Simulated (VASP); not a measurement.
Consider the following.

```
TlCl
1.0
    3.80866     0.00000     0.00000
    0.00000     3.80866     0.00000
    0.00000     0.00000     3.80866
Tl Cl
1 1
Direct
  0.00000   0.00000   0.00000
  0.50000   0.50000   0.50000
```

Level of theory: PBE GGA with D4 dispersion, VASP's PBE PAW potentials (set 64) (plane waves; VASP). Numerical set-up: 520 eV cut-off, 7×7×7 Γ-centred mesh, Gaussian smearing of 0.050 eV, potentials Tl_d Cl.

Question: What does the run give for the energy per atom (σ→0), pressure?

Answer: 
- energy per atom (σ→0) = -3.314 eV/atom
- pressure = 6.52 GPa

Total energies compare only between runs with the same potentials, cut-off and functional.

The compound is TlCl in the CsCl type structure. This cell is one point of a volume scan, at 0.97 of the reference volume.
